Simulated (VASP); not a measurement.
Shape and ions are relaxed at each volume.

Consider the following.

```cif
data_Os2
_chemical_formula_sum 'Os2'
_space_group_name_H-M_alt 'P63/mmc'
_space_group_IT_number 194
_space_group_name_Hall '-P 6c 2c'
_cell_length_a 2.74598
_cell_length_b 2.74598
_cell_length_c 4.34080
_cell_angle_alpha 90.000
_cell_angle_beta 90.000
_cell_angle_gamma 120.000
loop_
_atom_site_label
_atom_site_type_symbol
_atom_site_symmetry_multiplicity
_atom_site_Wyckoff_symbol
_atom_site_fract_x
_atom_site_fract_y
_atom_site_fract_z
_atom_site_occupancy
Os1 Os 2 c 0.33333 0.66667 0.25000 1
```

Method: rev-vdW-DF2, VASP's PBE PAW potentials (set 64) (plane waves; VASP). Numerical set-up: 520 eV cut-off, 15×15×9 Γ-centred mesh, first-order Methfessel-Paxton smearing of 0.10 eV, potentials Os.

Problem. Give the energy at these volumes per atom, relative to the lowest: 13.32, 13.75, 14.17, 14.60, 15.02 Å³.

Solution. 75.0, 17.7, 0.0, 15.6, 59.1 meV/atom. A third-order Birch-Murnaghan fit gives B0 = 417 GPa and B0′ = 4.9.

Measured: bulk modulus 425 GPa at 0 K (computed value off by -1.9 %), as given by Vázquez-Parga, Fernández-Martínez, Viñes, J. Chem. Theory Comput. (2023), doi:10.1021/acs.jctc.3c00612, Supporting … [zero-point energy and finite temperature contributions removed].

The compound is Os in the hcp structure. It was relaxed first.
